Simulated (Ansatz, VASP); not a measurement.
# Cross-check of SiC between VASP and Ansatz, part 2 of 3

Aim: how closely do two programs agree when they are given the same cell, functional and k mesh? The cell is taken from a series of runs on this material, whose earlier steps may have relaxed, scaled, displaced or heated it; both programs get it as it stands.

VASP 6.6.1 and Ansatz 0.2.0.

So far: Starting point; VASP: zone-centre phonons, PBE.

## (2) VASP: zone-centre phonons, PBE (continued)

Level of this step: PBE; plane waves and PAW (C, Si) (VASP).

From OUTCAR (step 2):

```text
ion  position               nearest neighbor table
   1  0.667  0.333  0.750-   7 1.91   7 1.91   7 1.91   5 1.92
   2  0.333  0.667  0.250-   8 1.91   8 1.91   8 1.91   6 1.92
   3  0.000  0.000  0.500-   6 1.91   6 1.91   6 1.91   7 1.91
   4  0.000  0.000  0.000-   5 1.91   5 1.91   5 1.91   8 1.91
   5  0.667  0.333  0.938-   4 1.91   4 1.91   4 1.91   1 1.92   7 3.12   7 3.12   7 3.12   8 3.12
                             8 3.12   8 3.12
   6  0.333  0.667  0.438-   3 1.91   3 1.91   3 1.91   2 1.92   8 3.12   8 3.12   8 3.12   7 3.12
                             7 3.12   7 3.12
   7  0.000  0.000  0.688-   1 1.91   1 1.91   1 1.91   3 1.91   5 3.12   5 3.12   5 3.12   6 3.12
                             6 3.12   6 3.12
   8  0.000  0.000  0.188-   2 1.91   2 1.91   2 1.91   4 1.91   6 3.12   6 3.12   6 3.12   5 3.12
                             5 3.12   5 3.12

  LATTYP: Found a hexagonal cell.
 ALAT       =     3.1145047741
 C/A-ratio  =     3.2740180396

 Subroutine GETGRP returns: Found 12 space group operations
 (whereof  6 operations were pure point group operations)

The static configuration has the point symmetry C_3v.
 The point group associated with its full space group is C_6v.

 Found     36 irreducible k-points:

   k-points           NKPTS =     36   k-points in BZ     NKDIM =     36   number of bands    NBANDS=     24

   dimension x,y,z NGX =    28 NGY =   28 NGZ =   84
   dimension x,y,z NGXF=    56 NGYF=   56 NGZF=  168

   ENCUT  =  600.0 eV  44.10 Ry    6.64 a.u.   6.22  6.22 20.37*2*pi/ulx,y,z

   NELECT =      32.0000    total number of electrons

 k-points in reciprocal lattice and weights: Automatic mesh
   0.00000000  0.00000000  0.00000000       0.003
   0.11111111  0.00000000  0.00000000       0.019
   0.22222222  0.00000000  0.00000000       0.019
   0.33333333  0.00000000  0.00000000       0.019
   0.44444444  0.00000000  0.00000000       0.019
   0.11111111  0.11111111  0.00000000       0.019
   0.22222222  0.11111111  0.00000000       0.037
   0.33333333  0.11111111  0.00000000       0.037
   0.44444444  0.11111111  0.00000000       0.019
[...]
0.33333333  0.22222222  0.50000000       0.037
   0.33333333  0.33333333  0.50000000       0.006

 average (electrostatic) potential at core
       1 -45.2398       2 -45.2398       3 -45.2987       4 -45.2987       5 -80.8691
       6 -80.8691       7 -80.8284       8 -80.8284

   1 f  =   26.254872 THz   164.964223 2PiTHz  875.768247 cm-1   108.581375 meV
             X         Y         Z           dx          dy          dz
      1.557252  0.899080  7.645654    -0.000000   -0.000000    0.158982
     -0.000000  1.798160  2.547182    -0.000000    0.000000   -0.158982
      0.000000  0.000000  5.103062    -0.000000   -0.000000    0.595005
      0.000000  0.000000  0.004590    -0.000000   -0.000000   -0.595005
      1.557252  0.899080  9.563308     0.000000    0.000000    0.201713
     -0.000000  1.798160  4.464836     0.000000   -0.000000   -0.201713
      0.000000  0.000000  7.014378     0.000000    0.000000   -0.282854
      0.000000  0.000000  1.915906     0.000000   -0.000000    0.282854

   2 f  =   26.005086 THz   163.394776 2PiTHz  867.436309 cm-1   107.548347 meV
             X         Y         Z           dx          dy          dz
      1.557252  0.899080  7.645654    -0.000000   -0.000000   -0.592255
     -0.000000  1.798160  2.547182    -0.000000    0.000000    0.592255
      0.000000  0.000000  5.103062    -0.000000   -0.000000    0.160799
      0.000000  0.000000  0.004590    -0.000000   -0.000000   -0.160799
      1.557252  0.899080  9.563308     0.000000    0.000000    0.283421
     -0.000000  1.798160  4.464836     0.000000   -0.000000   -0.283421
      0.000000  0.000000  7.014378     0.000000    0.000000    0.207486
      0.000000  0.000000  1.915906     0.000000   -0.000000   -0.207486

   3 f  =   23.860344 THz   149.918962 2PiTHz  795.895402 cm-1    98.678409 meV
             X         Y         Z           dx          dy          dz
      1.557252  0.899080  7.645654    -0.000000   -0.000000   -0.473216
     -0.000000  1.798160  2.547182    -0.000000   -0.000000   -0.473216
      0.000000  0.000000  5.103062    -0.000000    0.000000    0.523269
      0.000000  0.000000  0.004590    -0.000000   -0.000000    0.523269
      1.557252  0.899080  9.563308     0.000000    0.000000   -0.045700
     -0.000000  1.798160  4.464836     0.000000   -0.000000   -0.045700
      0.000000  0.000000  7.014378     0.000000    0.000000    0.012944
      0.000000  0.000000  1.915906     0.000000    0.000000    0.012944

   4 f  =   22.789372 THz   143.189847 2PiTHz  760.171622 cm-1    94.249227 meV
             X         Y         Z           dx          dy          dz
      1.557252  0.899080  7.645654    -0.223888   -0.339896    0.000000
     -0.000000  1.798160  2.547182    -0.223888   -0.339896    0.000000
      0.000000  0.000000  5.103062    -0.236349   -0.358814   -0.000000
      0.000000  0.000000  0.004590    -0.236349   -0.358814   -0.000000
      1.557252  0.899080  9.563308     0.153652    0.233267   -0.000000
     -0.000000  1.798160  4.464836     0.153652    0.233267   -0.000000
      0.000000  0.000000  7.014378     0.147310    0.223638   -0.000000
      0.000000  0.000000  1.915906     0.147310    0.223638   -0.000000

   5 f  =   22.789372 THz   143.189847 2PiTHz  760.171622 cm-1    94.249227 meV
             X         Y         Z           dx          dy          dz
      1.557252  0.899080  7.645654    -0.339896    0.223888    0.000000
     -0.000000  1.798160  2.547182    -0.339896    0.223888    0.000000
      0.000000  0.000000  5.103062    -0.358814    0.236349    0.000000
      0.000000  0.000000  0.004590    -0.358814    0.236349    0.000000
      1.557252  0.899080  9.563308     0.233267   -0.153652   -0.000000
     -0.000000  1.798160  4.464836     0.233267   -0.153652    0.000000
      0.000000  0.000000  7.014378     0.223638   -0.147310   -0.000000
      0.000000  0.000000  1.915906     0.223638   -0.147310   -0.000000

   6 f  =   22.380206 THz   140.618981 2PiTHz  746.523315 cm-1    92.557053 meV
             X         Y         Z           dx          dy          dz
      1.557252  0.899080  7.645654    -0.254262   -0.386003    0.000000
     -0.000000  1.798160  2.547182     0.254262    0.386003    0.000000
      0.000000  0.000000  5.103062     0.213963    0.324823    0.000000
      0.000000  0.000000  0.004590    -0.213963   -0.324823    0.000000
      1.557252  0.899080  9.563308     0.150452    0.228407   -0.000000
     -0.000000  1.798160  4.464836    -0.150452   -0.228407   -0.000000
      0.000000  0.000000  7.014378     0.135032    0.204996   -0.000000
      0.000000  0.000000  1.915906    -0.135032   -0.204996   -0.000000

   7 f  =   22.380206 THz   140.618981 2PiTHz  746.523315 cm-1    92.557053 meV
             X         Y         Z           dx          dy          dz
      1.557252  0.899080  7.645654    -0.386003    0.254262   -0.000000
     -0.000000  1.798160  2.547182     0.386003   -0.254262   -0.000000
      0.000000  0.000000  5.103062     0.324823   -0.213963   -0.000000
      0.000000  0.000000  0.004590    -0.324823    0.213963   -0.000000
      1.557252  0.899080  9.563308     0.228407   -0.150452    0.000000
     -0.000000  1.798160  4.464836    -0.228407    0.150452    0.000000
      0.000000  0.000000  7.014378     0.204996   -0.135032    0.000000
      0.000000  0.000000  1.915906    -0.204996    0.135032    0.000000

   8 f  =   22.338912 THz   140.359526 2PiTHz  745.145908 cm-1    92.386276 meV
             X         Y         Z           dx          dy          dz
      1.557252  0.899080  7.645654    -0.000000    0.000000    0.447950
     -0.000000  1.798160  2.547182     0.000000   -0.000000    0.447950
      0.000000  0.000000  5.103062     0.000000   -0.000000    0.387390
      0.000000  0.000000  0.004590    -0.000000    0.000000    0.387390
      1.557252  0.899080  9.563308     0.000000   -0.000000   -0.278602
     -0.000000  1.798160  4.464836    -0.000000    0.000000   -0.278602
      0.000000  0.000000  7.014378     0.000000   -0.000000   -0.267677
      0.000000  0.000000  1.915906    -0.000000    0.000000   -0.267677

   9 f  =   22.133901 THz   139.071404 2PiTHz  738.307481 cm-1    91.538420 meV
             X         Y         Z           dx          dy          dz
      1.557252  0.899080  7.645654     0.212129    0.322038    0.000000
     -0.000000  1.798160  2.547182    -0.212129   -0.322038    0.000000
      0.000000  0.000000  5.103062     0.253251    0.384466   -0.000000
      0.000000  0.000000  0.004590    -0.253251   -0.384466    0.000000
      1.557252  0.899080  9.563308     0.136232    0.206817   -0.000000
     -0.000000  1.798160  4.464836    -0.136232   -0.206817   -0.000000
      0.000000  0.000000  7.014378    -0.153642   -0.233247   -0.000000
      0.000000  0.000000  1.915906     0.153642    0.233247   -0.000000

  10 f  =   22.133901 THz   139.071404 2PiTHz  738.307481 cm-1    91.538420 meV
             X         Y         Z           dx          dy          dz
      1.557252  0.899080  7.645654     0.322038   -0.212129   -0.000000
     -0.000000  1.798160  2.547182    -0.322038    0.212129   -0.000000
      0.000000  0.000000  5.103062     0.384466   -0.253251   -0.000000
      0.000000  0.000000  0.004590    -0.384466    0.253251   -0.000000
      1.557252  0.899080  9.563308     0.206817   -0.136232    0.000000
     -0.000000  1.798160  4.464836    -0.206817    0.136232    0.000000
      0.000000  0.000000  7.014378    -0.233247    0.153642    0.000000
      0.000000  0.000000  1.915906     0.233247   -0.153642    0.000000

  11 f  =   21.839152 THz   137.219439 2PiTHz  728.475696 cm-1    90.319435 meV
             X         Y         Z           dx          dy          dz
      1.557252  0.899080  7.645654    -0.243131   -0.369104    0.000000
     -0.000000  1.798160  2.547182    -0.243131   -0.369104   -0.000000
      0.000000  0.000000  5.103062     0.231454    0.351378   -0.000000
      0.000000  0.000000  0.004590     0.231454    0.351378   -0.000000
    [... 145 further lines ...]
      0.000000  0.000000  7.014378     0.128322    0.398323   -0.000000
      0.000000  0.000000  1.915906     0.128322    0.398323   -0.000000

 MACROSCOPIC STATIC DIELECTRIC TENSOR IONIC CONTRIBUTION
 ------------------------------------------------------
           3.321416     0.000000    -0.000000
           0.000000     3.321416    -0.000000
          -0.000000    -0.000000     3.703412
 ------------------------------------------------------

 ELASTIC MODULI CONTR FROM IONIC RELAXATION (kBar)
 Direction    XX          YY          ZZ          XY          YZ          ZX
 --------------------------------------------------------------------------------
 XX        -338.2128    202.7528    130.8273     -0.0000     -0.0000      0.0000
 YY         202.7528   -338.2128    130.8273     -0.0000      0.0000     -0.0000
 ZZ         130.8273    130.8273   -253.7540      0.0000     -0.0000     -0.0000
 XY          -0.0000     -0.0000      0.0000   -270.4828      0.0000      0.0000
 YZ          -0.0000      0.0000     -0.0000      0.0000    -69.8682     -0.0000
 ZX           0.0000     -0.0000     -0.0000      0.0000     -0.0000    -75.3579
 --------------------------------------------------------------------------------

 PIEZOELECTRIC TENSOR IONIC CONTR  for field in x, y, z        (C/m^2)
          XX          YY          ZZ          XY          YZ          ZX
  --------------------------------------------------------------------------------
  x    -0.00000     0.00000     0.00000    -0.00000     0.00000     0.46883
  y     0.00000    -0.00000     0.00000    -0.00000     0.45108     0.00000
  z     0.47001     0.47001    -0.91040     0.00000    -0.00000    -0.00000
```

(Part 2 of 3 ends here.)

[Lines on the potential files, build, host, timing and source positions are cut from VASP's logs without a mark.]

[Logs are printed without paths, hosts, clocks, repeated set-up lines and the standing remarks that a program may print on its own settings, such as how far it seeks lower states.]

[Hosts, paths, dates, database ids (printed as entryN), source tags and the programs' standing remarks are cut or masked in the printed files.]
